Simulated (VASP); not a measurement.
Level of theory: PBE GGA with D3 dispersion (Becke-Johnson damping), VASP's PBE PAW potentials (set 64) (plane waves; VASP).

The input files of a VASP run:

INCAR:
```
ALGO = Normal
EDIFF = 1E-7
ENCUT = 520
GGA = PE
ISIF = 2
ISMEAR = 1
IVDW = 12
LASPH = .TRUE.
LCHARG = .FALSE.
LMAXMIX = 4
LREAL = .FALSE.
LWAVE = .FALSE.
NELM = 100
PREC = Accurate
SIGMA = 0.1
SYSTEM = RuAl
```

### KPOINTS
```
kpoints
0
G
  12 12 12
0 0 0
```

**POSCAR**
```
RuAl
1
    3.0316182279     0.0000000000     0.0000000000
    0.0000000000     3.0316182279     0.0000000000
    0.0000000000     0.0000000000     3.0316182279
Al Ru
1 1
Direct
  0.5000000000   0.5000000000   0.5000000000
  0.0000000000   0.0000000000   0.0000000000
```

POTCAR, in this order: Al Ru_pv (PBE.64 set). Program: vasp_std.

What VASP printed:

**OUTCAR**
```
 ion  position               nearest neighbor table
   1  0.500  0.500  0.500-   2 2.63   2 2.63   2 2.63   2 2.63   2 2.63   2 2.63   2 2.63   2 2.63
  LATTYP: Found a simple cubic cell.
 ALAT       =     3.0316182279
 Subroutine PRICEL returns:
 Original cell was already a primitive cell.
 Subroutine GETGRP returns: Found 48 space group operations
The static configuration has the point symmetry O_h .
The dynamic configuration has the point symmetry O_h .
 Subroutine INISYM returns: Found 48 space group operations
 Subroutine IBZKPT returns following result:
 Found     84 irreducible k-points:

 Following reciprocal coordinates:
            Coordinates               Weight
  0.000000  0.000000  0.000000      1.000000
  0.083333  0.000000  0.000000      6.000000
  0.166667  0.000000  0.000000      6.000000
  0.250000  0.000000  0.000000      6.000000
  0.333333  0.000000  0.000000      6.000000
  0.416667  0.000000  0.000000      6.000000
  0.500000  0.000000  0.000000      3.000000
  0.083333  0.083333  0.000000     12.000000
  0.166667  0.083333  0.000000     24.000000
  0.250000  0.083333  0.000000     24.000000
  0.333333  0.083333  0.000000     24.000000
  0.416667  0.083333  0.000000     24.000000
  0.500000  0.083333  0.000000     12.000000
  0.166667  0.166667  0.000000     12.000000
  0.250000  0.166667  0.000000     24.000000
  0.333333  0.166667  0.000000     24.000000
  0.416667  0.166667  0.000000     24.000000
  0.500000  0.166667  0.000000     12.000000
  0.250000  0.250000  0.000000     12.000000
  0.333333  0.250000  0.000000     24.000000
  0.416667  0.250000  0.000000     24.000000
  0.500000  0.250000  0.000000     12.000000
  0.333333  0.333333  0.000000     12.000000
  0.416667  0.333333  0.000000     24.000000
  0.500000  0.333333  0.000000     12.000000
...
```

**OSZICAR**
```
       N       E                     dE             d eps       ncg     rms          rms(c)
DAV:   1     0.112634775288E+03    0.11263E+03   -0.94022E+03  2032   0.132E+03
DAV:   2    -0.125240528401E+02   -0.12516E+03   -0.12077E+03  2208   0.343E+02
DAV:   3    -0.148880516197E+02   -0.23640E+01   -0.22662E+01  2372   0.480E+01
DAV:   4    -0.149147429457E+02   -0.26691E-01   -0.26679E-01  2296   0.499E+00
DAV:   5    -0.149153849076E+02   -0.64196E-03   -0.64194E-03  2492   0.699E-01    0.112E+01
DAV:   6    -0.143531155708E+02    0.56227E+00   -0.37615E+00  2140   0.219E+01    0.236E+00
DAV:   7    -0.142684315435E+02    0.84684E-01   -0.32844E-01  2144   0.674E+00    0.188E+00
DAV:   8    -0.142519571753E+02    0.16474E-01   -0.20539E-02  2164   0.142E+00    0.202E-01
DAV:   9    -0.142518141519E+02    0.14302E-03   -0.28473E-04  2428   0.158E-01    0.126E-01
DAV:  10    -0.142518095696E+02    0.45822E-05   -0.37027E-05  2468   0.826E-02    0.731E-03
DAV:  11    -0.142518083004E+02    0.12692E-05   -0.20760E-06  2352   0.187E-02    0.470E-03
DAV:  12    -0.142518076648E+02    0.63563E-06   -0.88255E-08  1308   0.285E-03    0.252E-04
DAV:  13    -0.142518076780E+02   -0.13232E-07   -0.96539E-09  1056   0.870E-04
   1 F= -.15239649E+02 E0= -.15239553E+02  d E =-.288723E-03
```

### OUTCAR
```
------------------------ aborting loop because EDIFF is reached ----------------------------------------
 Edisp (eV)   -0.98784
  FORCE on cell =-STRESS in cart. coord.  units (eV):
  Direction    XX          YY          ZZ          XY          YZ          ZX
  --------------------------------------------------------------------------------------
  Total      -1.98317    -1.98317    -1.98317     0.00000     0.00000     0.00000
  in kB    -114.03717  -114.03717  -114.03717     0.00000     0.00000     0.00000
  external pressure =     -114.04 kB  Pullay stress =        0.00 kB
  volume of cell :       27.86
      direct lattice vectors                 reciprocal lattice vectors
     3.031618228  0.000000000  0.000000000     0.329856837  0.000000000  0.000000000
     0.000000000  3.031618228  0.000000000     0.000000000  0.329856837  0.000000000
     0.000000000  0.000000000  3.031618228     0.000000000  0.000000000  0.329856837
 POSITION                                       TOTAL-FORCE (eV/Angst)
 -----------------------------------------------------------------------------------
      1.51581      1.51581      1.51581         0.000000      0.000000      0.000000
      0.00000      0.00000      0.00000         0.000000      0.000000      0.000000
 -----------------------------------------------------------------------------------
    total drift:                                0.000000      0.000000      0.000000
  FREE ENERGIE OF THE ION-ELECTRON SYSTEM (eV)
  ---------------------------------------------------
  free  energy   TOTEN  =       -15.2396491203 eV

  energy  without entropy=      -15.2393603969  energy(sigma->0) =      -15.23955288
```
(Selected blocks of OUTCAR.)

The compound is RuAl in the CsCl type structure. This cell is one point of a volume scan, at 1.06 of the reference volume. The electron count is odd and the run is not spin-polarised, which forces a metal.
